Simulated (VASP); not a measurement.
Energy against volume of GaP (zinc blende). All values below come from r2SCAN meta-GGA, VASP's PBE PAW potentials (set 64) (plane waves; VASP).

```csv
V (Å³/atom),E (eV/atom)
19.021,-10.70889
19.628,-10.72607
20.235,-10.73154
20.842,-10.72681
21.449,-10.71359
```

Q: Fit a third-order Birch-Murnaghan equation of state.

A: 
```yaml
volume_per_atom: 20.24 Å^3/atom
bulk_modulus: 88.3 GPa
pressure_derivative_of_the_bulk_modulus: 4.28
lattice_constant_a: 5.451 Å
```

Measured: bulk modulus 89.6 GPa at 0 K (computed value off by -1.5 %), as given by Daniel Mejia-Rodriguez et al., Physical Review B (2018), arXiv:1807.09216 [0 K value with the zero-point phonon effect removed]; a 5.439 Å at 0 K (computed value off by +0.2 %), as given by Daniel Mejia-Rodriguez et al., Physical Review B (2018), arXiv:1807.09216 [static lattice: zero-point anharmonic expansion removed].

The compound is GaP in the zinc blende structure. It was relaxed first.
